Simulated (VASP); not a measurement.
Method: LDA (Ceperley-Alder, Perdew-Zunger), VASP's LDA PAW potentials (set 64) (plane waves; VASP 6.6.1).

VASP ran on this input.

KPOINTS:
```
Automatic mesh
0
Gamma
9 9 9
0 0 0
```

### INCAR
```
! general
SYSTEM   =  MgSe
PREC     =  Accurate
ENCUT    =  500
LREAL    =  .False.
LASPH    =  .True.   ! aspherical one-centre terms

! electronic loop
EDIFF    =  1E-6
NELM     =  100
ALGO     =  Normal   ! blocked Davidson
LMAXMIX  =  4   ! l cut-off of mixed one-centre charges

! smearing
ISMEAR   =  0   ! Gaussian
SIGMA    =  0.05

! ions
IBRION   =  2   ! conjugate gradients
NSW      =  40
ISIF     =  3
EDIFFG   =  -0.02   ! ionic stop
PSTRESS  =  200

! output
LWAVE    =  .False.
LCHARG   =  .False.
```

**POSCAR**
```
MgSe
1
    0.0000000000     2.5930571468     2.5930571468
    2.5930571468     0.0000000000     2.5930571468
    2.5930571468     2.5930571468     0.0000000000
Mg Se
1 1
Direct
  0.0000000000   0.0000000000   0.0000000000
  0.5000000000   0.5000000000   0.5000000000
```

POTCAR, in this order: Mg Se (LDA.64 set). Program: vasp_std.

Energy and stress use the plane-wave basis of the starting cell.

Predict the energy per atom (σ→0), volume per atom.

| Item | Value |
|---|---|
| energy per atom (σ→0) | -4.124 eV/atom |
| volume per atom | 16.14 Å³/atom |

### OSZICAR
```
...
DAV:   1    -0.841091791390E+01   -0.59900E+00   -0.33913E+00   672   0.112E+01    0.228E+00
DAV:   2    -0.827490536719E+01    0.13601E+00   -0.28772E-01   608   0.304E+00    0.868E-01
DAV:   3    -0.824909050118E+01    0.25815E-01   -0.11382E-01   568   0.182E+00    0.418E-01
DAV:   4    -0.824848967631E+01    0.60082E-03   -0.76428E-04   592   0.240E-01    0.296E-01
DAV:   5    -0.824804484443E+01    0.44483E-03   -0.20884E-04   704   0.134E-01    0.338E-02
DAV:   6    -0.824804197618E+01    0.28682E-05   -0.22343E-06   664   0.123E-02    0.218E-02
DAV:   7    -0.824804145239E+01    0.52380E-06   -0.89041E-07   312   0.581E-03
   3 F= -.42190433E+01 E0= -.42190433E+01  d E =-.874688E-01
```

The compound is MgSe in the rock salt structure. This run relaxes it under an external pressure of 20 GPa. Symmetry was kept, so distortions that lower it aren't found.
